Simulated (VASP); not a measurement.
# The low-index faces of Li, part 3 of 4

Which face of Li is cheapest, and which holds its electrons hardest?

VASP 6.6.1; PBEsol; plane waves and PAW (Li).

So far. Step 4 (Surface relaxation, 7 atoms, face Li(110)): The run ended after 7 ionic steps, 0.007 eV below its first step, once the forces on the free atoms met EDIFFG = -0.03. Step 5 (Potential and states of the slab, 7 atoms, face Li(110)): The vacuum level lies 3.21 eV above the Fermi level at the upper face; both faces agree, as the slab has next to no dipole.

## 6. Relaxing the slab, 9 atoms, face Li(100)

System of this step: Li(100). The cell holds 9 atoms: 9 Li. Cell: a = 3.442 Å, b = 3.442 Å, c = 28.768 Å, α = 90.0°, β = 90.0°, γ = 90.0°. It derives from Li. 9 layers of bcc Li, cut at this functional's lattice. Vacuum lies along c.

Contents of INCAR:

```
SYSTEM = Li
PREC = Normal
ENCUT = 320
EDIFF = 1E-05
NELM = 120
ISMEAR = 1
SIGMA = 0.15
LREAL = .FALSE.
ALGO = Fast
GGA = PS
NBANDS = 13
LORBIT = 11
LWAVE = .FALSE.
LCHARG = .FALSE.
KPAR = 4
IBRION = 2
NSW = 40
ISIF = 2
EDIFFG = -0.03
POTIM = 0.4
MAXMIX = 40
```

Contents of POSCAR:

```
Li
1.0
    3.4420464806      0.0000000000      0.0000000000
    0.0000000000      3.4420464806      0.0000000000
    0.0000000000      0.0000000000     28.7681859224
Li
9
Direct
    0.0000000000      0.0000000000      0.2607046600
    0.5000000000      0.5000000000      0.3205284900
    0.0000000000      0.0000000000      0.3803523300
    0.5000000000      0.5000000000      0.4401761600
    0.0000000000      0.0000000000      0.5000000000
    0.5000000000      0.5000000000      0.5598238400
    0.0000000000      0.0000000000      0.6196476700
    0.5000000000      0.5000000000      0.6794715100
    0.0000000000      0.0000000000      0.7392953400
```

Contents of KPOINTS:

```
Automatic mesh
0
Gamma
9 9 1
0 0 0
```

The projector-augmented-wave data sets are Li (PBE family, release 64).

Command:

```
$ mpirun -np 4 vasp_std
```

The program printed:

```text
[banner, memory and clock lines left out]
running    4 mpi-ranks, on    1 nodes
 distrk:  each k-point on    1 cores,    4 groups
 distr:  one band on    1 cores,    1 groups

 POSCAR found type information on POSCAR Li
 POSCAR found :  1 types and       9 ions
 [... a notice as in an earlier step ...]

 LDA part: xc-table for (Slater+PW92), standard interpolation
 POSCAR, INCAR and KPOINTS ok, starting setup
 FFT: planning ... GRIDC
 FFT: planning ... GRID_SOFT
 FFT: planning ... GRID
 WAVECAR not read
 entering main loop
       N       E                     dE             d eps       ncg     rms          rms(c)
DAV:   1    -0.716331418320E+01   -0.71633E+01   -0.17095E+03   390   0.274E+02
DAV:   2    -0.177356263100E+02   -0.10572E+02   -0.10112E+02   566   0.405E+01
DAV:   3    -0.183144090259E+02   -0.57878E+00   -0.56622E+00   513   0.919E+00
DAV:   4    -0.183372227910E+02   -0.22814E-01   -0.22802E-01   548   0.219E+00
DAV:   5    -0.183386350195E+02   -0.14122E-02   -0.14122E-02   604   0.502E-01    0.174E+00
RMM:   6    -0.182503733873E+02    0.88262E-01   -0.10431E+00   397   0.190E+00    0.247E+00
RMM:   7    -0.170740522241E+02    0.11763E+01   -0.10328E-01   391   0.807E-01    0.648E-01
RMM:   8    -0.169297271127E+02    0.14433E+00   -0.16229E-01   390   0.858E-01    0.478E-01
RMM:   9    -0.169358134859E+02   -0.60864E-02   -0.28831E-02   397   0.473E-01    0.267E-01
RMM:  10    -0.168988816489E+02    0.36932E-01   -0.16748E-02   393   0.350E-01    0.979E-02
RMM:  11    -0.169006721936E+02   -0.17905E-02   -0.67678E-03   396   0.235E-01    0.959E-02
RMM:  12    -0.169004005827E+02    0.27161E-03   -0.15924E-03   397   0.134E-01    0.694E-02
RMM:  13    -0.169018491589E+02   -0.14486E-02   -0.14487E-03   390   0.107E-01    0.191E-02
RMM:  14    -0.169021809111E+02   -0.33175E-03   -0.32041E-04   398   0.610E-02    0.150E-02
RMM:  15    -0.169026138240E+02   -0.43291E-03   -0.19909E-04   385   0.442E-02    0.107E-02
RMM:  16    -0.169026494438E+02   -0.35620E-04   -0.36695E-05   346   0.219E-02    0.694E-03
RMM:  17    -0.169027802021E+02   -0.13076E-03   -0.31685E-05   338   0.160E-02    0.220E-03
RMM:  18    -0.169028299259E+02   -0.49724E-04   -0.48972E-06   287   0.815E-03    0.155E-03
RMM:  19    -0.169028641615E+02   -0.34236E-04   -0.25070E-06   271   0.570E-03    0.889E-04
RMM:  20    -0.169028653252E+02   -0.11637E-05   -0.50027E-07   210   0.348E-03
   1 F= -.16902865E+02 E0= -.16905826E+02  d E =-.169029E+02
 curvature:   0.00 expect dE= 0.000E+00 dE for cont linesearch  0.000E+00
 trial: gam= 0.00000 g(F)=  0.139E-02 g(S)=  0.000E+00 ort = 0.000E+00 (trialstep = 0.100E+01)
 search vector abs. value=  0.139E-02
 bond charge predicted
       N       E                     dE             d eps       ncg     rms          rms(c)
DAV:   1    -0.169042339787E+02   -0.13698E-02   -0.16006E-03   495   0.151E-01    0.129E-02
RMM:   2    -0.169042080644E+02    0.25914E-04   -0.73226E-05   390   0.331E-02    0.165E-03
RMM:   3    -0.169042100948E+02   -0.20304E-05   -0.10722E-05   282   0.174E-02
   2 F= -.16904210E+02 E0= -.16907189E+02  d E =-.134477E-02
[...]
3 F= -.16907650E+02 E0= -.16910695E+02  d E =-.478513E-02
 curvature:  -2.85 expect dE=-0.204E-02 dE for cont linesearch -0.202E-02
 ZBRENT: increasing intervall
 opt :  10.0000  next Energy=   -16.911827 (dE=-0.896E-02)
 bond charge predicted
       N       E                     dE             d eps       ncg     rms          rms(c)
DAV:   1    -0.169126883056E+02   -0.50397E-02   -0.58066E-02   400   0.909E-01    0.759E-02
RMM:   2    -0.169118257077E+02    0.86260E-03   -0.24021E-03   399   0.195E-01    0.118E-03
RMM:   3    -0.169118713301E+02   -0.45622E-04   -0.42476E-04   416   0.104E-01    0.221E-03
RMM:   4    -0.169118790029E+02   -0.76727E-05   -0.72617E-05   385   0.410E-02
   4 F= -.16911879E+02 E0= -.16915020E+02  d E =-.901368E-02
 curvature:  -5.90 expect dE=-0.961E-03 dE for cont linesearch -0.677E-03
 trial: gam=-0.17007 g(F)=  0.163E-03 g(S)=  0.000E+00 ort = 0.400E-03 (trialstep = 0.280E+01)
 search vector abs. value=  0.671E-04
 reached required accuracy - stopping structural energy minimisation
```

The job ended after 14 s (4 MPI ranks of AMD EPYC 7R43, shared host; peak memory 0.6 GiB).

OUTCAR, selected parts (step 6):

```text
   k-points           NKPTS =     15   k-points in BZ     NKDIM =     15   number of bands    NBANDS=     13

   ENCUT  =  320.0 eV  23.52 Ry    4.85 a.u.   5.02  5.02 41.96*2*pi/ulx,y,z

   NELECT =       9.0000    total number of electrons

 E-fermi :  -1.0718

 k-point     1 :       0.0000    0.0000    0.0000
  band No.  band energies     occupation
    ...
      2      -4.2965      2.00000
      3      -3.8403      2.00000
      4      -3.1860      2.00000
      5      -2.3957      2.00000
      6      -1.5270      2.00015
      7      -0.6740     -0.00115
      8       0.2455     -0.00000
      9       1.2818     -0.00000
     10       2.0511      0.00000
     11       2.1569      0.00000
    ...

  Total       -0.5746262     -0.5746262     -0.0747958      0.0000000      0.0000000      0.0000000
  in kB       -2.7011586     -2.7011586     -0.3515945      0.0000000      0.0000000      0.0000000
  external PRESSURE =      -1.9179706 kB  Pullay stress =       0.0000000 kB

 POSITION                                       TOTAL-FORCE (eV/Angst)
 -----------------------------------------------------------------------------------
      3.44205      3.44205      7.47102        -0.000000      0.000000     -0.022182
      1.72102      1.72102      9.26240         0.000000     -0.000000      0.027334
      0.00000      3.44205     10.94253         0.000000      0.000000      0.023186
      1.72102      1.72102     12.65128         0.000000     -0.000000     -0.018245
      3.44205      0.00000     14.38409         0.000000     -0.000000     -0.000000
      1.72102      1.72102     16.11690         0.000000     -0.000000      0.018245
      0.00000      3.44205     17.82566        -0.000000      0.000000     -0.023186
      1.72102      1.72102     19.50579         0.000000     -0.000000     -0.027334
      0.00000      0.00000     21.29717         0.000000      0.000000      0.022182
 -----------------------------------------------------------------------------------
    total drift:                               -0.000000     -0.000000      0.000000

  FREE ENERGIE OF THE ION-ELECTRON SYSTEM (eV)
  ---------------------------------------------------
  free  energy   TOTEN  =       -16.9118790029 eV

  energy  without entropy=      -16.9213028166  energy(sigma->0) =      -16.91502027

[... 1 part as in an earlier step ...]

[... 15 further parts left out ...]
```

The run keeps the 16 symmetry operations of its start, so it cannot find a distortion of lower symmetry.

The steps of the relaxation:

```csv
step,energy less that of the first step (eV),largest force (eV/Å)
1,0.0000,0.1072
2,-0.0013,0.0989
3,-0.0048,0.0751
4,-0.0090,0.0273
```

The atoms that moved most (Å):

```csv
atom,dx,dy,dz,length
Li2,0.000,0.000,0.041,0.041
Li8,0.000,0.000,-0.041,0.041
Li1,0.000,0.000,-0.029,0.029
Li9,0.000,0.000,0.029,0.029
Li6,0.000,0.000,0.012,0.012
Li4,0.000,0.000,-0.012,0.012
```

The relaxed structure:

```
Li
1.0
     3.44205    0.00000    0.00000
     0.00000    3.44205    0.00000
     0.00000    0.00000   28.76819
Li
9
Cartesian
  0.0000 0.0000 7.4710
  1.7210 1.7210 9.2624
  0.0000 0.0000 10.9425
  1.7210 1.7210 12.6513
  0.0000 0.0000 14.3841
  1.7210 1.7210 16.1169
  0.0000 0.0000 17.8257
  1.7210 1.7210 19.5058
  0.0000 0.0000 21.2972
```

Numbers from this step:

```yaml
electronic_cycles: 31
electrons: 9
free_energy_toten: -16.91 eV
energy_at_zero_smearing: -16.92 eV
fermi_energy: -1.072 eV
```

The run ended after 4 ionic steps, 0.009 eV below its first step, once the forces on the free atoms met EDIFFG = -0.03.

## 7. Vacuum level and density of states, 9 atoms, face Li(100)

Contents of INCAR:

```
SYSTEM = Li
PREC = Normal
ENCUT = 320
EDIFF = 1E-06
NELM = 120
ISMEAR = 1
SIGMA = 0.15
LREAL = .FALSE.
ALGO = Fast
GGA = PS
NBANDS = 13
LORBIT = 11
LWAVE = .FALSE.
LCHARG = .TRUE.
KPAR = 4
IDIPOL = 3
LDIPOL = .TRUE.
DIPOL = 0.5 0.5 0.5
LVHAR = .TRUE.
LVACPOTAV = .TRUE.
NEDOS = 1500
```

Contents of POSCAR:

```
Li
1.0
    3.4420464806      0.0000000000      0.0000000000
    0.0000000000      3.4420464806      0.0000000000
    0.0000000000      0.0000000000     28.7681859224
Li
9
Direct
    0.0000000000      0.0000000000      0.2596971520
    0.5000000000      0.5000000000      0.3219666772
    0.0000000000      0.0000000000      0.3803690461
    0.5000000000      0.5000000000      0.4397665074
    0.0000000000      0.0000000000      0.5000000000
    0.5000000000      0.5000000000      0.5602334926
    0.0000000000      0.0000000000      0.6196309539
    0.5000000000      0.5000000000      0.6780333228
    0.0000000000      0.0000000000      0.7403028480
```

KPOINTS is that of step 6.

Command:

```
$ mpirun -np 4 vasp_std
```

The program printed:

```text
[... set-up lines as in an earlier step ...]
 entering main loop
       N       E                     dE             d eps       ncg     rms          rms(c)
DAV:   1    -0.719768140867E+01   -0.71977E+01   -0.17087E+03   390   0.274E+02
DAV:   2    -0.178100916640E+02   -0.10612E+02   -0.10145E+02   566   0.404E+01
DAV:   3    -0.184000158232E+02   -0.58992E+00   -0.57644E+00   513   0.923E+00
DAV:   4    -0.184234308695E+02   -0.23415E-01   -0.23403E-01   556   0.220E+00
DAV:   5    -0.184246250586E+02   -0.11942E-02   -0.11942E-02   601   0.447E-01    0.178E+00
RMM:   6    -0.182792711193E+02    0.14535E+00   -0.11383E+00   526   0.197E+00    0.247E+00
RMM:   7    -0.170808690968E+02    0.11984E+01   -0.15289E-01   413   0.909E-01    0.640E-01
RMM:   8    -0.169394077939E+02    0.14146E+00   -0.14204E-01   485   0.839E-01    0.476E-01
RMM:   9    -0.169457825101E+02   -0.63747E-02   -0.33793E-02   454   0.480E-01    0.273E-01
RMM:  10    -0.169070981048E+02    0.38684E-01   -0.18727E-02   484   0.360E-01    0.110E-01
RMM:  11    -0.169108240411E+02   -0.37259E-02   -0.60102E-03   462   0.224E-01    0.108E-01
RMM:  12    -0.169095284302E+02    0.12956E-02   -0.14306E-03   480   0.129E-01    0.596E-02
RMM:  13    -0.169109523265E+02   -0.14239E-02   -0.16601E-03   474   0.110E-01    0.202E-02
RMM:  14    -0.169112180040E+02   -0.26568E-03   -0.30544E-04   486   0.612E-02    0.154E-02
RMM:  15    -0.169116426076E+02   -0.42460E-03   -0.18868E-04   477   0.452E-02    0.119E-02
RMM:  16    -0.169116724339E+02   -0.29826E-04   -0.46248E-05   491   0.240E-02    0.705E-03
RMM:  17    -0.169118035109E+02   -0.13108E-03   -0.26247E-05   498   0.165E-02    0.233E-03
RMM:  18    -0.169118485797E+02   -0.45069E-04   -0.50348E-06   456   0.897E-03    0.150E-03
RMM:  19    -0.169118782832E+02   -0.29704E-04   -0.24789E-06   439   0.547E-03    0.890E-04
RMM:  20    -0.169118793342E+02   -0.10510E-05   -0.59261E-07   381   0.312E-03    0.258E-04
RMM:  21    -0.169118803269E+02   -0.99267E-06   -0.16039E-07   332   0.192E-03
 [... a notice as in an earlier step ...]

   1 F= -.16911880E+02 E0= -.16915028E+02  d E =0.944168E-02
```

It took 10 s on 4 MPI ranks; peak memory 0.58 GiB.

From OUTCAR (step 7):

```text
   NELECT =       9.0000    total number of electrons

 dipolmoment           0.000000      0.000000     -0.000000 electrons x Angstroem

 E-fermi :  -1.0722

 k-point     1 :       0.0000    0.0000    0.0000
  band No.  band energies     occupation
    ...
      2      -4.2969      2.00000
      3      -3.8406      2.00000
      4      -3.1865      2.00000
      5      -2.3962      2.00000
      6      -1.5274      2.00015
      7      -0.6744     -0.00114
      8       0.2451     -0.00000
      9       1.2809     -0.00000
     10       2.1566      0.00000
     11       4.5286      0.00000
    ...

  Total       -0.5744758     -0.5744758     -0.0740220      0.0000000      0.0000000      0.0000000
  in kB       -2.7004514     -2.7004514     -0.3479569      0.0000000      0.0000000      0.0000000
  external PRESSURE =      -1.9162866 kB  Pullay stress =       0.0000000 kB

 POSITION                                       TOTAL-FORCE (eV/Angst)
 -----------------------------------------------------------------------------------
      0.00000      0.00000      7.47102         0.000000      0.000000     -0.022667
      1.72102      1.72102      9.26240         0.000000     -0.000000      0.028375
      0.00000      0.00000     10.94253        -0.000000      0.000000      0.023464
      1.72102      1.72102     12.65128        -0.000000     -0.000000     -0.018525
      0.00000      0.00000     14.38409        -0.000000     -0.000000      0.000000
      1.72102      1.72102     16.11690        -0.000000     -0.000000      0.018525
      0.00000      0.00000     17.82566        -0.000000     -0.000000     -0.023464
      1.72102      1.72102     19.50579        -0.000000     -0.000000     -0.028375
      0.00000      0.00000     21.29717        -0.000000      0.000000      0.022667
 -----------------------------------------------------------------------------------
    total drift:                                0.000000      0.000000     -0.000000

  FREE ENERGIE OF THE ION-ELECTRON SYSTEM (eV)
  ---------------------------------------------------
  free  energy   TOTEN  =       -16.9118803269 eV

  energy  without entropy=      -16.9213220078  energy(sigma->0) =      -16.91502755

 vacuum level on the upper side and lower side of the slab         1.957         1.957

[... 8 parts as in an earlier step ...]

[... 9 further parts left out ...]
```

Numbers from this step:

```
electronic cycles                          : 21
vacuum levels                              : 1.957, 1.957 eV
work functions of the upper and lower face : 3.029, 3.029 eV
```

The planar average of the electrostatic potential oscillates, so the rows of the table below give means over windows of 1.71 Å about each position, cut where the curve ends. Its maxima inside the range that stand out by 2 % of the span (Å: eV): 8.4: 0.626, 10.2: 0.425, 11.8: 0.567, 13.5: 0.551, 15.3: 0.551, 17.0: 0.567, 18.6: 0.425, 20.3: 0.626. Its minima: 7.4: -1.82, 9.2: -1.43, 11.0: -1.40, 12.7: -1.40, 14.4: -1.46, 16.1: -1.40, 17.8: -1.40, 19.5: -1.43, 21.3: -1.82.

Zero at the Fermi level. Table of planar average of the electrostatic potential by height; means over each step:

```csv
height (Å),planar average of the electrostatic potential (eV)
0.85,3.03
2.56,3.03
4.28,2.99
5.98,2.09
7.70,-0.613
9.41,-0.443
11.12,-0.404
12.82,-0.398
14.54,-0.432
16.25,-0.397
17.96,-0.430
19.66,-0.408
21.38,-0.566
23.09,2.46
24.79,3.01
26.50,3.03
28.21,3.03
```

Density of states in the PAW spheres, an atom over height of the layer and energy from the Fermi level.

Ten even steps from '_' (0.000 states/eV) to '@' (0.117 states/eV), each cell a mean:
```
@@@@@@@@@@@@@@@@@@
%%@@@@@@@@@@@@@@%%
##%%@@@@%%@@@@%%##
++**++++**++++**++
++**##**++**##**++
==++++******++++==
--==============--
::======++======::
::--------------::
__::::::::::::::__
__________________
__________________
__________________
__________________
__________________
__________________
__________________
__________________
__________________
__________________
__________________
__________________
```
Columns: height of the layer (Å) from 7.5 to 21.3 (not evenly spaced); rows upwards: energy from the Fermi level (eV) from -7.9 to 0.5.

Valence density in the ca plane at fractional y = 0.000, with atoms of Li within 0.2 Å of it. It is the smooth field of the valence electrons, not physical close to the nuclei.

Ten even steps from '0' (0.000 e/Å³) to '9' (0.055 e/Å³), each cell a mean:
```
64457999975446899986445789998433221100000000
76678999987667999997667899999754322100000000
98899999998889999999889999999876432100000000
99999999999999999999999999999986532100000000
99999999999999999999999999999986532100000000
99999999999999999999999999999986532100000000
87789999998778999998778999999865432100000000
75557999986556899987555799998643222100000000
54446899975445899985444689997423221100000000
```
Columns run along c (16.0 Å, from fractional 0.36 to 0.91 of the cell), rows up along a (3.4 Å). Atoms in or near the plane, at fractional coordinates: Li at (0.38, 0.00), Li at (0.50, 0.00), Li at (0.62, 0.00), Li at (0.74, 0.00).

The map of layer states is cut here 0.5 eV above the Fermi level, so it leaves out the states above that.

The vacuum level lies 3.03 eV above the Fermi level at the upper face; both faces agree, as the slab has next to no dipole.

The program found no field-free point at its default tolerance, but its printed level agrees with the flat part of the planar average.

On this mesh the fine structure of the density of states is sampling noise, and high empty states may be cut by the number of bands.

(Part 3 of 4 ends here.)

[Lines on the potential files, build, host, timing and source positions are cut from VASP's logs without a mark.]

[Logs are printed without paths, hosts, clocks, repeated set-up lines and the standing remarks that a program may print on its own settings, such as how far it seeks lower states.]

[Hosts, paths, dates, database ids (printed as entryN), source tags and the programs' standing remarks are cut or masked in the printed files.]

[Runs that stopped without an error message from VASP are left out.]
